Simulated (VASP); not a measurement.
# TaGeI (P4/nmm) in VASP: single point with PBE

Aim: the single point of TaGeI with PBE.

Program: VASP 6.6.1. These are calculated values, not measurements. Logs are shortened: lines on timing, memory, paths and dates and some standing lists are left out, and cuts for length are marked.

## (1) The cell of the first run

It takes space group P4/nmm (No. 129, tetragonal). The conventional cell has a = 3.640 Å, b = 3.640 Å, c = 10.832 Å, α = 90.00°, β = 90.00°, γ = 90.00°. Ta (site symmetry 4mm) is surrounded by 4 Ge at 2.69 Å and 4 I at 3.00 Å. Ge (site symmetry -4m2) has 4 Ge at 2.57 Å and 4 Ta at 2.69 Å as nearest neighbours. Around I (site symmetry 4mm) lie 4 Ta at 3.00 Å.

The cell was built by a generator and needn't be a form met in nature.

## (2) Single point, PBE (species swapped into the MnCoSb type (P4/nmm, No. 129))

INCAR

```
PREC = Accurate
ENCUT = 520
EDIFF = 1E-6
ISMEAR = 0
SIGMA = 0.1
LREAL = False
LASPH = True
NELM = 100
ALGO = Fast
ISIF = 2
LWAVE = False
LCHARG = False
GGA = PE
NBANDS = 41
```

KPOINTS

```
Automatic mesh
0
Gamma
  10 10 4
```

POSCAR

```
TaGeI
1.0
    3.6398449566      0.0000000000      0.0000000000
    0.0000000000      3.6398449566      0.0000000000
    0.0000000000      0.0000000000     10.8315230335
Ta Ge I
2 2 2
Direct
    0.5000000000      0.0000000000      0.1826809675
    0.0000000000      0.5000000000      0.8173190325
    0.5000000000      0.5000000000      0.0000000000
    0.0000000000      0.0000000000      0.0000000000
    0.5000000000      0.0000000000      0.6754319107
    0.0000000000      0.5000000000      0.3245680893
```

Potentials or basis: VASP PAW PBE potentials, release 64 (Ta_pv, Ge_d, I).

The run is started by

```
$ cat potpaw_PBE.64/Ta_pv/POTCAR potpaw_PBE.64/Ge_d/POTCAR potpaw_PBE.64/I/POTCAR > POTCAR
$ mpirun -np 1 vasp_std > vasp.out
```

OUTCAR:

```text
PREC = Accurate
   ENCUT = 520
   EDIFF = 1E-6
   ISMEAR = 0
   LREAL = False
   LASPH = True
   NELM = 100
   ISIF = 2
   GGA = PE

 ion  position               nearest neighbor table
   1  0.500  0.000  0.183-   3 2.69   4 2.69   3 2.69   4 2.69   6 3.00   6 3.00   6 3.00   6 3.00

   2  0.000  0.500  0.817-   3 2.69   4 2.69   4 2.69   3 2.69   5 3.00   5 3.00   5 3.00   5 3.00

   3  0.500  0.500  0.000-   4 2.57   4 2.57   4 2.57   4 2.57   2 2.69   2 2.69   1 2.69   1 2.69

   4  0.000  0.000  0.000-   3 2.57   3 2.57   3 2.57   3 2.57   2 2.69   1 2.69   1 2.69   2 2.69

   5  0.500  0.000  0.675-   2 3.00   2 3.00   2 3.00   2 3.00
   6  0.000  0.500  0.325-   1 3.00   1 3.00   1 3.00   1 3.00

  LATTYP: Found a simple tetragonal cell.
 ALAT       =     3.6398449566
 C/A-ratio  =     2.9758198942

  Lattice vectors:

 A1 = (   3.6398449566,   0.0000000000,   0.0000000000)
 A2 = (   0.0000000000,   3.6398449566,   0.0000000000)
 A3 = (   0.0000000000,   0.0000000000,  10.8315230335)

Analysis of symmetry for initial positions (statically):
=====================================================================
 Subroutine PRICEL returns:
 Original cell was already a primitive cell.

 Routine SETGRP: Setting up the symmetry group for a
 simple tetragonal supercell.

 Subroutine GETGRP returns: Found 16 space group operations
 (whereof  8 operations were pure point group operations)
 out of a pool of 16 trial point group operations.

The static configuration has the point symmetry D_2d.
 The point group associated with its full space group is D_4h.

Analysis of symmetry for dynamics (positions and initial velocities):
=====================================================================
 Subroutine PRICEL returns:
 Original cell was already a primitive cell.

 Routine SETGRP: Setting up the symmetry group for a
 simple tetragonal supercell.

 Subroutine GETGRP returns: Found 16 space group operations
 (whereof  8 operations were pure point group operations)
 out of a pool of 16 trial point group operations.

The dynamic configuration has the point symmetry D_2d.
 The point group associated with its full space group is D_4h.

 Subroutine INISYM returns: Found 16 space group operations
 (whereof  8 operations are pure point group operations),
 and found     1 'primitive' translations

----------------------------------------------------------------------------------------

                                     Primitive cell

  volume of cell :     143.5011

  direct lattice vectors                    reciprocal lattice vectors
     3.639844957  0.000000000  0.000000000     0.274736977  0.000000000  0.000000000
     0.000000000  3.639844957  0.000000000     0.000000000  0.274736977  0.000000000
     0.000000000  0.000000000 10.831523033     0.000000000  0.000000000  0.092323120

  length of vectors
     3.639844957  3.639844957 10.831523033     0.274736977  0.274736977  0.092323120

  position of ions in fractional coordinates (direct lattice)
     0.500000000  0.000000000  0.182680967
     0.000000000  0.500000000  0.817319033
     0.500000000  0.500000000  0.000000000
     0.000000000  0.000000000  0.000000000
     0.500000000  0.000000000  0.675431911
     0.000000000  0.500000000  0.324568089

  ion indices of the primitive-cell ions
   primitive index   ion index
                 1           1
                 2           2
                 3           3
                 4           4
                 5           5
                 6           6

----------------------------------------------------------------------------------------

 KPOINTS: Automatic mesh

Automatic generation of k-mesh.
 Grid dimensions read from file:
 generate k-points for:   10   10    4

 Generating k-lattice:

  Cartesian coordinates                     Fractional coordinates (reciprocal lattice)
     0.027473698  0.000000000  0.000000000     0.100000000  0.000000000  0.000000000
     0.000000000  0.027473698  0.000000000     0.000000000  0.100000000  0.000000000
     0.000000000  0.000000000  0.023080780     0.000000000  0.000000000  0.250000000

  Length of vectors
     0.027473698  0.027473698  0.023080780

  Shift w.r.t. Gamma in fractional coordinates (k-lattice)
     0.000000000  0.000000000  0.000000000

 Subroutine IBZKPT returns following result:
 ===========================================

 Found     63 irreducible k-points:

 Following reciprocal coordinates:
            Coordinates               Weight
  0.000000  0.000000  0.000000      1.000000
  0.100000  0.000000  0.000000      4.000000
  0.200000  0.000000  0.000000      4.000000
  0.300000  0.000000  0.000000      4.000000
  0.400000  0.000000  0.000000      4.000000
  0.500000  0.000000  0.000000      2.000000
[... 16 lines left out ...]
  0.100000  0.000000  0.250000      8.000000
  0.200000  0.000000  0.250000      8.000000
 [... further k-points ...]
   k-points           NKPTS =     63   k-points in BZ     NKDIM =     63   number of bands    NBANDS=     41
   number of dos      NEDOS =    301   number of ions     NIONS =      6
   total plane-waves  NPLWV =  65856
   dimension x,y,z NGX =    28 NGY =   28 NGZ =   84
   dimension x,y,z NGXF=    56 NGYF=   56 NGZF=  168
   ions per type =               2   2   2
   NGX,Y,Z   is equivalent  to a cutoff of  12.79, 12.79, 12.89 a.u.
   NGXF,Y,Z  is equivalent  to a cutoff of  25.58, 25.58, 25.79 a.u.
 SYSTEM =  unknown system
   PREC   = accura    normal or accurate (medium, high low for compatibility)
   ISTART =      0    job   : 0-new  1-cont  2-samecut
   ICHARG =      2    charge: 1-file 2-atom 10-const
   ISPIN  =      1    spin polarized calculation?
   LNONCOLLINEAR =      F non collinear calculations
   LSORBIT =      F    spin-orbit coupling
   LASPH  =      T    aspherical Exc in radial PAW
   ENCUT  =  520.0 eV  38.22 Ry    6.18 a.u.   6.77  6.77 20.14*2*pi/ulx,y,z
   NELM   =    100;   NELMIN=  2; NELMDL= -5     # of ELM steps
   EDIFF  = 0.1E-05   stopping-criterion for ELM
   LREAL  =      F    real-space projection
   EDIFFG = 0.1E-04   stopping-criterion for IOM
   NSW    =      0    number of steps for IOM
   IBRION =     -1    ionic relax: 0-MD 1-quasi-New 2-CG
   NFREE  =      0    steps in history (QN), initial steepest desc. (CG)
   ISIF   =      2    stress and relaxation
   ISYM   =      2    0-nonsym 1-usesym 2-fastsym
   POTIM  = 0.5000    time-step for ionic-motion
   TEBEG  =    0.0;   TEEND  =   0.0 temperature during run
   PSTRESS=    0.0 pullay stress
   NELECT =      64.0000    total number of electrons
   NUPDOWN=      -1.0000    fix difference up-down
   EMIN   =  10.00;   EMAX   =-10.00  energy-range for DOS
   EFERMI =   0.00;   METHOD = LEGACY
   ISMEAR =     0;   SIGMA  =   0.10  broadening in eV -4-tet -1-fermi 0-gaus
   EFERMI_NEDOS =   21; number of points for ismear=-14 and -15
   IALGO  =     68    algorithm
   IMIX   =      4    mixing-type and parameters
     AMIX     =   0.40;   BMIX     =  1.00
     AMIX_MAG =   1.60;   BMIX_MAG =  1.00
  volume/ion in A,a.u.               =      23.92       161.40
  Fermi-wavevector in a.u.,A,eV,Ry     =   1.250786  2.363643 21.285851  1.564466
  Thomas-Fermi vector in A             =   2.384764
   LORBIT       =      0    0 simple, 1 ext, 2 COOP (PROOUT), +10 PAW based schemes
   GGA     = PE    functional components
   LHFCALC =     F    Hartree Fock is set to
   AEXX    =    0.0000 exact exchange contribution
   IVDW    =     0    specifies the selected vdW correction
   LEPSILON=     F    determine dielectric tensor
   LRPA    =     F    only Hartree local field effects (RPA)
 non-spin polarized calculation
 RMM-DIIS sequential band-by-band and
 Gauss-broadening in eV      SIGMA  =   0.10
  energy-cutoff  :      520.00
  volume of cell :      143.50
 maximum number of plane-waves:      3905
 NGX is ok and might be reduce to    28
   NGX = 13   NGY = 13   NGZ = 41

 number of electron      64.0000038 magnetization

 Free energy of the ion-electron system (eV)
  ---------------------------------------------------
  ext. energy  EPLUGINS =         0.00000000
  ---------------------------------------------------
  free energy    TOTEN  =       -34.91824964 eV

  energy without entropy =      -34.89911376  energy(sigma->0) =      -34.90868170

 E-fermi :   6.9592     XC(G=0): -10.3646

 val. band max:        6.9589729362   @ k =   0.2000   0.0000   0.2500
 cond. band min:       6.9594610844   @ k =   0.2000   0.0000   0.5000
 fundamental gap:      0.0004881481
 Fermi energy:         6.9591794732

 k-point     1 :       0.0000    0.0000    0.0000
  band No.  band energies     occupation
      1     -28.3951      2.00000
      2     -28.3951      2.00000
      3     -28.3948      2.00000
      4     -28.3948      2.00000
      5     -28.1825      2.00000
      6     -28.1742      2.00000
[... 33 lines left out ...]
     40      10.4184      0.00000
     41      11.3153      0.00000

 k-point     2 :       0.1000    0.0000    0.0000
  band No.  band energies     occupation
      1     -28.4025      2.00000
      2     -28.4023      2.00000
      3     -28.3944      2.00000
      4     -28.3942      2.00000
      5     -28.1814      2.00000
      6     -28.1735      2.00000
[... 33 lines left out ...]
     40      10.2352      0.00000
     41      10.9838      0.00000

 k-point     3 :       0.2000    0.0000    0.0000
  band No.  band energies     occupation
      1     -28.4219      2.00000
      2     -28.4217      2.00000
      3     -28.3927      2.00000
      4     -28.3926      2.00000
      5     -28.1784      2.00000
      6     -28.1717      2.00000
[... 875 lines left out ...]
      2     -28.4023      2.00000
      3     -28.3944      2.00000
      4     -28.3942      2.00000
      5     -28.1814      2.00000
      6     -28.1735      2.00000
[... 33 lines left out ...]
     40      10.2752      0.00000
     41      11.0005      0.00000

 k-point    24 :       0.2000    0.0000    0.2500
  band No.  band energies     occupation
      1     -28.4219      2.00000
      2     -28.4217      2.00000
      3     -28.3927      2.00000
      4     -28.3926      2.00000
      5     -28.1784      2.00000
      6     -28.1717      2.00000
[... 33 lines left out ...]
     40      10.0152      0.00000
     41      11.1441      0.00000

 [... further k-points ...]

------------------------ aborting loop because EDIFF is reached ----------------------------------------

  FORCE on cell =-STRESS in cart. coord.  units (eV):
  Direction    XX          YY          ZZ          XY          YZ          ZX
  --------------------------------------------------------------------------------------
  -------------------------------------------------------------------------------------
  Total        0.0507138      0.0507138      0.0320280      0.0000000      0.0000000     -0.0000000
  in kB        0.5662155      0.5662155      0.3575899      0.0000000      0.0000000     -0.0000000
  external PRESSURE =       0.4966736 kB  Pullay stress =       0.0000000 kB

 VOLUME and BASIS-vectors are now :
 -----------------------------------------------------------------------------
  energy-cutoff  :      520.00
  volume of cell :      143.50
      direct lattice vectors                 reciprocal lattice vectors
     3.639844957  0.000000000  0.000000000     0.274736977  0.000000000  0.000000000
     0.000000000  3.639844957  0.000000000     0.000000000  0.274736977  0.000000000
     0.000000000  0.000000000 10.831523033     0.000000000  0.000000000  0.092323120

 POSITION                                       TOTAL-FORCE (eV/Angst)
 -----------------------------------------------------------------------------------
      1.81992      0.00000      1.97871         0.000000      0.000000      0.012871
      0.00000      1.81992      8.85281         0.000000     -0.000000     -0.012871
      1.81992      1.81992      0.00000        -0.000000      0.000000      0.000000
      0.00000      0.00000      0.00000         0.000000     -0.000000      0.000000
      1.81992      0.00000      7.31596         0.000000     -0.000000     -0.000791
      0.00000      1.81992      3.51557         0.000000      0.000000      0.000791
 -----------------------------------------------------------------------------------
    total drift:                                0.000000      0.000000     -0.000000

  FREE ENERGIE OF THE ION-ELECTRON SYSTEM (eV)
  ---------------------------------------------------
  free  energy   TOTEN  =       -34.9182496424 eV

  energy  without entropy=      -34.8991137557  energy(sigma->0) =      -34.90868170
```

Run time: 6 min. Hardware: 1 thread of Intel Xeon Platinum 8488C (Sapphire Rapids), shared host; peak memory 0.47 GiB.

What came out:

```
Free energy            : -34.9182 eV
Pressure               : 0.0 GPa
Largest force          : 0.013 eV/Å
Band gap on the k mesh : none (metal or under the smearing width)
```

Forces in eV/Å, atoms in the order of the input:
```
Ta   0.000  0.000  0.013
Ta   0.000  0.000 -0.013
Ge   0.000  0.000  0.000
Ge   0.000  0.000  0.000
I    0.000  0.000 -0.001
I    0.000  0.000  0.001
```

Caveat: this functional lacks dispersion, which binds the layers, so the pressure and a relaxed spacing across them are unreliable. The run has no spin-orbit coupling, so splittings on I, Ta are missing.
